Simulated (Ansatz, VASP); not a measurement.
**Si7H2O15: VASP beside Ansatz**

Aim: how closely do two programs agree when they are given the same cell, functional and k mesh? Of the first pair: The structure shown is the start of the Ansatz relaxation below; VASP solves that cell, so the two are compared at the walk's first step.

Calculated with Ansatz 0.2.0; plane waves, with VASP 6.6.1 beside it; single point at PBE with D3(BJ).

## 1. The starting structure

The cell holds 48 atoms: 14 Si, 4 H and 30 O. Cell: a = 8.569 Å, b = 8.569 Å, c = 8.569 Å, α = 90.0°, β = 90.0°, γ = 90.0°.

## 2. Ansatz: relaxation, PBE with D3(BJ)

Ansatz runs on its PAW soft_1 files.

The two programs are compared at the cell with which this relaxation starts, whose forces are those of its first step.

The input, input.yaml:

```yaml
crystal:
  lattice:
    - [8.5690556378, 0.0, 0.0]
    - [0.0, 8.5690556378, 0.0]
    - [0.0, 0.0, 8.5690556378]
  atoms:
    - { symbol: Si, position: [0.940719, 0.710665, 0.942754] }
    - { symbol: Si, position: [0.81834, 0.274825, 0.625983] }
    - { symbol: Si, position: [0.623026, 0.049591, 0.461078] }
    - { symbol: Si, position: [0.909559, 0.542828, 0.395377] }
    - { symbol: Si, position: [0.300697, 0.296752, 0.765428] }
    - { symbol: Si, position: [0.263515, 0.57903, 0.279401] }
    - { symbol: Si, position: [0.305148, 0.955104, 0.292602] }
    - { symbol: Si, position: [0.716593, 0.903008, 0.144643] }
    - { symbol: Si, position: [0.11354, 0.080737, 0.552536] }
    - { symbol: Si, position: [0.755036, 0.758143, 0.620045] }
    - { symbol: Si, position: [0.244515, 0.811964, 0.77289] }
    - { symbol: Si, position: [0.44028, 0.567497, 0.59007] }
    - { symbol: Si, position: [0.449177, 0.033561, 0.968515] }
    - { symbol: Si, position: [0.965086, 0.348519, 0.937708] }
    - { symbol: H, position: [0.580645, 0.653219, 0.182496] }
    - { symbol: H, position: [0.390766, 0.604949, 0.071596] }
    - { symbol: H, position: [0.864367, 0.251684, 0.140855] }
    - { symbol: H, position: [0.832631, 0.385312, 0.258962] }
    - { symbol: O, position: [0.386545, 0.525323, 0.417198] }
    - { symbol: O, position: [0.940144, 0.134371, 0.580142] }
    - { symbol: O, position: [0.610762, 0.638104, 0.603991] }
    - { symbol: O, position: [0.678199, 0.924746, 0.586704] }
    - { symbol: O, position: [0.830142, 0.301697, 0.80666] }
    - { symbol: O, position: [0.660257, 0.217229, 0.537018] }
    - { symbol: O, position: [0.933618, 0.529083, 0.979053] }
    - { symbol: O, position: [0.157789, 0.946827, 0.677058] }
    - { symbol: O, position: [0.34113, 0.029322, 0.125373] }
    - { symbol: O, position: [0.086256, 0.537531, 0.327767] }
    - { symbol: O, position: [0.874516, 0.713165, 0.478068] }
    - { symbol: O, position: [0.234579, 0.216765, 0.602719] }
    - { symbol: O, position: [0.334706, 0.520116, 0.123941] }
    - { symbol: O, position: [0.627023, 0.011386, 0.014993] }
    - { symbol: O, position: [0.779885, 0.484245, 0.281532] }
    - { symbol: O, position: [0.400508, 0.177736, 0.868486] }
    - { symbol: O, position: [0.450561, 0.004188, 0.403755] }
    - { symbol: O, position: [0.31476, 0.697872, 0.648257] }
    - { symbol: O, position: [0.599661, 0.765294, 0.169965] }
    - { symbol: O, position: [0.390786, 0.875404, 0.877016] }
    - { symbol: O, position: [0.83408, 0.74375, 0.788326] }
    - { symbol: O, position: [0.893761, 0.425608, 0.545163] }
    - { symbol: O, position: [0.136107, 0.335275, 0.850839] }
    - { symbol: O, position: [0.724464, 0.019996, 0.297228] }
    - { symbol: O, position: [0.951678, 0.227933, 0.070913] }
    - { symbol: O, position: [0.118217, 0.742753, 0.890886] }
    - { symbol: O, position: [0.272495, 0.772896, 0.277615] }
    - { symbol: O, position: [0.413024, 0.433239, 0.713609] }
    - { symbol: O, position: [0.149484, 0.029334, 0.37407] }
    - { symbol: O, position: [0.879922, 0.831115, 0.079709] }
  symmetry: { detect: false }
kpoints:
  mp_grid: { grid: [2, 2, 2] }
scf:
  occupations: { method: fermi_dirac, width: 0.05 }
hamiltonian:
  xc: pbe
  dispersion: d3bj
  pseudopotentials: { kind: paw, azcp: { folder: soft_1 } }
output:
  forces: true
  stress: true
relax:
  f_tol: 0.04
  max_steps: 150
  escape_saddle: false
  cell: { stress_tol: 0.4, fix: [] }
```

Launch:

```bash
> ansatz run input.yaml --threads 4 --pin off --max-ram 16384MiB --backend cpu --events-out ev --progress --plain --runs-dir out
```

Numbers of over 12 decimals in the logs are rounded to 6 here.

The log of the run:

```text
Engine: ansatz 0.2.0, aarch64-unknown-linux-gnu
Pseudopotentials: kind: paw
Pseudopotential: Si, paw, valence charge 4, recommended cutoff 420 eV (normal), soft_1/Si.paw.azcp
Pseudopotential: H, paw, valence charge 1, recommended cutoff 420 eV (normal), soft_1/H.paw.azcp
Pseudopotential: O, paw, valence charge 6, recommended cutoff 420 eV (normal), soft_1/O.paw.azcp
Functional definition: PBE
  parameter kappa = 0.804
  parameter beta = 0.066725
  exchange = pbe_x(kappa = kappa, mu = beta*pi^2/3)
  correlation = pbe_c(beta = beta)
Crystal: 48 atoms, lattice volume = 629.215 Å³
Basis set: ecut = 420 eV, 12293 PW (Γ), exchange–correlation on 120×120×120 points (8 copies of the dense FFT grid, shifted against one another)
Bands: 168, of which v1, the nominal top of the filled ones, is band 120 counted from 1 (119 counted from 0)
Symmetry: 1 space group operations
k-points: 8
Non-local potential: Si, projectors of the file, l = 0: 2, l = 1: 2, l = 2: 1
Non-local potential: H, projectors of the file, l = 0: 2, l = 1: 1
Non-local potential: O, projectors of the file, l = 0: 2, l = 1: 2, l = 2: 1
PAW form: soft (Blöchl's): semilocal exchange-correlation on the pseudo side does not see the compensation charge
PAW one-centre angular grid: Si, 110 points (default); XC on 64 Gauss nodes
PAW one-centre angular grid: H, 110 points (default); XC on 64 Gauss nodes
PAW one-centre angular grid: O, 110 points (default); XC on 64 Gauss nodes
Initial density: superposition of atomic densities (chi_scale 0.1, normalization cell, long waves kept (reshape's long-wave potential 0.05 eV rms))
Initial wavefunctions: pseudopotential atomic-orbital guess
Functional: x = pbe(κ = 0.804, μ = 0.219515), c = pbe(β = 0.066725)
SCF iter   1: F=—  HF=-26064.494617 eV  |F-HF|=—  |Δ(HF+E_count)|=         —  Δρ=1.31e-1  dr2=9.77e1  ethr=3.10e-3  ⟨swp⟩=6.0  Hψ=6070  notcnv=0  defer=178
preconditioner: auto → Resta (q_TF=auto, 2.323 Å⁻¹)  ε∞=2.6  [insulator: Δε(μ)=6.963 eV  Ē_g=18.160 eV  σ=0.050 eV  W_gap=1.00  n_scr=146 (ndim 8)  ℏωp=22.9 eV  f_vac=0.094  D(μ)=0.00/eV (n_scr^D=0)  ε∞_Penn≈2.6]
SCF iter   2: F=—  HF=-26037.155929 eV  |F-HF|=—  |Δ(HF+E_count)|=    2.73e1  Δρ=4.36e-2  dr2=5.38e0  ethr=3.10e-3  ⟨swp⟩=3.0  Hψ=3257  notcnv=0  defer=339
SCF iter   3: F=—  HF=-26036.550142 eV  |F-HF|=—  |Δ(HF+E_count)|=   6.06e-1  Δρ=2.15e-2  dr2=1.74e0  ethr=2.24e-3  ⟨swp⟩=2.0  Hψ=1322  notcnv=0  defer=339
SCF iter   4: F=—  HF=-26036.536947 eV  |F-HF|=—  |Δ(HF+E_count)|=   1.32e-2  Δρ=3.00e-3  dr2=4.54e-2  ethr=7.24e-4  ⟨swp⟩=3.0  Hψ=1789  notcnv=0  defer=339
SCF iter   5: F=—  HF=-26036.548298 eV  |F-HF|=—  |Δ(HF+E_count)|=   1.14e-2  Δρ=1.71e-3  dr2=1.43e-2  ethr=1.89e-5  ⟨swp⟩=2.0  Hψ=2486  notcnv=0  defer=344
SCF iter   6: F=—  HF=-26036.550806 eV  |F-HF|=—  |Δ(HF+E_count)|=   2.51e-3  Δρ=4.05e-4  dr2=1.08e-3  ethr=5.94e-6  ⟨swp⟩=2.0  Hψ=2000  notcnv=0  defer=344
SCF iter   7: F=—  HF=-26036.551120 eV  |F-HF|=—  |Δ(HF+E_count)|=   3.15e-4  Δρ=1.70e-4  dr2=1.88e-4  ethr=4.51e-7  ⟨swp⟩=2.0  Hψ=1706  notcnv=0  defer=344
SCF iter   8: F=—  HF=-26036.551127 eV  |F-HF|=—  |Δ(HF+E_count)|=   6.29e-6  Δρ=9.12e-5  dr2=4.21e-5  ethr=7.84e-8  ⟨swp⟩=2.0  Hψ=1933  notcnv=0  defer=344
SCF iter   9: F=—  HF=-26036.550607 eV  |F-HF|=—  |Δ(HF+E_count)|=   5.20e-4  Δρ=1.55e-5  dr2=1.25e-6  ethr=1.76e-8  ⟨swp⟩=2.0  Hψ=1948  notcnv=0  defer=344
SCF iter  10: F=—  HF=-26036.550607 eV  |F-HF|=—  |Δ(HF+E_count)|=   3.81e-7  Δρ=7.00e-6  dr2=2.31e-7  ethr=5.20e-10  ⟨swp⟩=2.6  Hψ=1974  notcnv=0  defer=344
SCF iter  11: F=-26036.550607 eV  HF=-26036.550607 eV  |F-HF|=1.58e-8  |Δ(HF+E_count)|=   2.38e-9  Δρ=2.82e-6  dr2=3.91e-8  ethr=4.17e-11  ⟨swp⟩=5.0  Hψ=4841  notcnv=0
SCF 1 converged in 11 iterations: F = -26036.550607 eV  dr2 = 3.91e-8
  greatest PAW one-centre occupation: 0.872 electrons in one spin orbital (limit 2), on the O atom at site 32 (counted from 0), in its partial waves of l = 0
relax step   1: F+E_penalty+E_count = -26036.55060717 eV  Δ(F+E_penalty+E_count) = +0.000e0 eV  max|allowed force component| = 4.696e0 eV/Å  Δτ_max = 0.0000 Å  P = +4.536 GPa  Ω = 629.215 Å³  (11 SCF iters, dr2 threshold 1.00e-7 eV, accepted)
Crystal: 48 atoms, lattice volume = 641.718 Å³
Basis set: ecut = 420 eV, 12565 PW (Γ), exchange–correlation on 120×120×120 points (8 copies of the dense FFT grid, shifted against one another)
Initial density: handed on by an earlier stage of this run
Initial wavefunctions: those handed on with the density
iter 1 solved again at ethr=1.75e-4 eV; its pass at ethr=3.10e-3 eV (dr2=4.20e-1 eV) is discarded
SCF iter   1: F=—  HF=-26038.167884 eV  |F-HF|=—  |Δ(HF+E_count)|=         —  Δρ=1.16e-2  dr2=4.27e-1  ethr=1.75e-4  ⟨swp⟩=6.4  Hψ=7523  notcnv=0  defer=3
[...]
basis re-selected at this cell: Δ(F+E_penalty+E_count) = -1.284e-2 eV, ΔP = +0.011 GPa vs the last step (what re-selecting the basis moved, of the pressure what is left beyond the Pulay correction that the steps carried, after the strain that the cell walked since its last selection, with what the two solves' SCF thresholds leave and, on support functions, any second-order correction that the steps lacked; it is no m [...]
SCF converged after 4 iterations
Free energy (F): -26040.560762 eV
Harris-Foulkes:  -26040.560762 eV  (|F-HF|=2.92e-9)
Internal energy: -26040.560762 eV  (E = F + TS)
E sigma→0 (E₀):  -26040.560762 eV
Fermi energy:    3.677752 eV
--- Per-component energies (eV) ---
  E_band       = -1424.711937
  E_kinetic    = 5824.583621
  E_local      = -17900.077963  (includes V_loc(G=0)·N_el)
  E_nonlocal   = 1879.466559
  E_hartree    = 6806.739672
  E_xc         = -2988.806074
  E_vxc        = -3475.318162  (∫ρ·V_xc dr)
  E_paw        = -12078.709762  (= ΣΔE_a)
  E_vpaw       = -1366.866294  (= ΣTr[D̂ρ^β])
  E_aug_tail   = 0.020965  (compensation charges beyond the density's cutoff)
  E_ewald      = -7578.454311
  E_disp       = -5.323469  (pairwise vdW)
  E_smearing   = -0.000000  (= −TS)
  E_closure    = -0.000000  (closes the sum)
  Σ components = -26040.560762   (vs F -26040.560762, Δ=0.00e0)
--- Forces (eV/Å), atoms counted from 1 ---
  atom   1  Si    -0.00780681     0.00213405     0.00971051
  atom   2  Si     0.00409832    -0.00505114     0.00312766
  atom   3  Si     0.00051659     0.00564634    -0.00349522
  atom   4  Si     0.00077924    -0.00739558    -0.01188410
  atom   5  Si    -0.00332166     0.00183370    -0.00234132
  atom   6  Si    -0.00216382    -0.01818500    -0.00168253
  atom   7  Si     0.01818607    -0.00425027     0.02750510
  atom   8  Si     0.01451382    -0.00318592    -0.00573520
  atom   9  Si    -0.00498092    -0.00410232     0.00463849
  atom  10  Si     0.01177244    -0.00278585     0.00332282
  atom  11  Si    -0.00321721    -0.00582780    -0.00269675
  atom  12  Si    -0.00353033    -0.00481049    -0.00894010
  atom  13  Si     0.01566769    -0.00287453    -0.01394630
  atom  14  Si    -0.01115468     0.01106825     0.01590411
  atom  15  H      0.00233282     0.00433759    -0.00066659
  atom  16  H      0.00809472     0.01501088     0.00419556
  atom  17  H      0.00482626     0.00410433     0.00303462
  atom  18  H     -0.00039751    -0.00451622    -0.00292569
  atom  19  O     -0.00509292     0.00491273     0.01198534
  atom  20  O      0.00102256     0.01909934    -0.00258184
  atom  21  O     -0.00748791     0.00856128     0.00394106
  atom  22  O     -0.00151923     0.00714618     0.00080252
  atom  23  O      0.00957630     0.00850433    -0.00384537
  atom  24  O      0.00396379    -0.01474899     0.00071226
[...]
atom  41  O      0.00212445    -0.00439222    -0.00365781
  atom  42  O      0.00280610    -0.00164290     0.01023701
  atom  43  O     -0.00663361    -0.00798893    -0.00440390
  atom  44  O      0.00251373     0.01202620    -0.00642172
  atom  45  O      0.00053946     0.01414004    -0.02453541
  atom  46  O     -0.00407106     0.00199021    -0.00807541
  atom  47  O     -0.01151865     0.00361061    -0.00440234
  atom  48  O     -0.00409443    -0.01212030    -0.00817221
  max |Σ_I F_I| component: 9.33e-6 eV/Å
--- Stress (GPa, compression-positive) ---
        0.000355      -0.010018       0.007014
       -0.010010      -0.020453      -0.005712
        0.007011      -0.005711      -0.001406
  P = ⅓ Tr σ = -0.0072 GPa (-0.072 kbar)
--- Relaxed structure (34 steps of the walk, 29 accepted, 2 SCFs on fresh bases) ---
  F+E_penalty+E_count = -26040.56076223 eV   max|allowed force component| = 2.751e-2 eV/Å   (the final SCF, on the basis selected at the relaxed cell)
  cell:  # Å, volume = 667.0486 Å³
    - [8.577310, -0.022864, -0.159216]
    - [-0.022864, 8.841067, -0.178512]
    - [-0.159216, -0.178512, 8.802971]
  atoms:
    - { symbol: Si, position: [0.928452, 0.741796, 0.923176] }
    - { symbol: Si, position: [0.847359, 0.264070, 0.596804] }
    - { symbol: Si, position: [0.637857, 0.038126, 0.441934] }
    - { symbol: Si, position: [0.912695, 0.542595, 0.397125] }
    - { symbol: Si, position: [0.300636, 0.281888, 0.790209] }
    - { symbol: Si, position: [0.267541, 0.606306, 0.316881] }
    - { symbol: Si, position: [0.306607, 0.962524, 0.301221] }
    - { symbol: Si, position: [0.706008, 0.891270, 0.143230] }
    - { symbol: Si, position: [0.128744, 0.057463, 0.557343] }
    - { symbol: Si, position: [0.725776, 0.749993, 0.615834] }
    - { symbol: Si, position: [0.230764, 0.810472, 0.767669] }
    - { symbol: Si, position: [0.419677, 0.546056, 0.623859] }
    - { symbol: Si, position: [0.419245, 0.022024, 0.982291] }
    - { symbol: Si, position: [0.963897, 0.386101, 0.905537] }
    - { symbol: H, position: [0.667921, 0.648929, 0.201145] }
    - { symbol: H, position: [0.410982, 0.599273, 0.116540] }
    - { symbol: H, position: [0.939540, 0.194667, 0.072004] }
    - { symbol: H, position: [0.815367, 0.427067, 0.184635] }
    - { symbol: O, position: [0.364030, 0.512141, 0.446818] }
    - { symbol: O, position: [0.953995, 0.113186, 0.588448] }
    - { symbol: O, position: [0.592162, 0.621980, 0.632725] }
    - { symbol: O, position: [0.648929, 0.908864, 0.567962] }
    - { symbol: O, position: [0.837069, 0.321725, 0.774396] }
    - { symbol: O, position: [0.681024, 0.205899, 0.519098] }
    - { symbol: O, position: [0.924472, 0.561132, 0.950311] }
    - { symbol: O, position: [0.145340, 0.891301, 0.625955] }
    - { symbol: O, position: [0.303208, -0.014283, 0.119292] }
    - { symbol: O, position: [0.081370, 0.576327, 0.330034] }
    - { symbol: O, position: [0.848841, 0.691039, 0.489971] }
    - { symbol: O, position: [0.255040, 0.169306, 0.645142] }
    - { symbol: O, position: [0.315730, 0.549559, 0.146739] }
    - { symbol: O, position: [0.601848, 0.00118738, 0.034298] }
    - { symbol: O, position: [0.781875, 0.505548, 0.259254] }
    - { symbol: O, position: [0.386514, 0.192928, 0.928027] }
    - { symbol: O, position: [0.459886, 0.048361, 0.376968] }
    - { symbol: O, position: [0.286745, 0.648822, 0.702343] }
    - { symbol: O, position: [0.604617, 0.737175, 0.168147] }
    - { symbol: O, position: [0.381109, 0.903903, 0.839076] }
    - { symbol: O, position: [0.815816, 0.780124, 0.778782] }
    - { symbol: O, position: [0.927824, 0.398714, 0.506474] }
    - { symbol: O, position: [0.141184, 0.362144, 0.849722] }
    - { symbol: O, position: [0.749830, -0.00907466, 0.300404] }
    - { symbol: O, position: [0.932156, 0.303598, 0.066234] }
    - { symbol: O, position: [0.107127, 0.791902, 0.900187] }
    - { symbol: O, position: [0.306633, 0.786381, 0.345384] }
    - { symbol: O, position: [0.427778, 0.398221, 0.727510] }
    - { symbol: O, position: [0.155959, 0.046284, 0.375044] }
    - { symbol: O, position: [0.871516, 0.844678, 0.068809] }
```

[end of part 1 of 3]

[Lines on the potential files, build, host, timing and source positions are cut from VASP's logs without a mark.]

[Logs are printed without paths, hosts, clocks, repeated set-up lines and the standing remarks that a program may print on its own settings, such as how far it seeks lower states.]

[Hosts, paths, dates, database ids (printed as entryN), source tags and the programs' standing remarks are cut or masked in the printed files.]
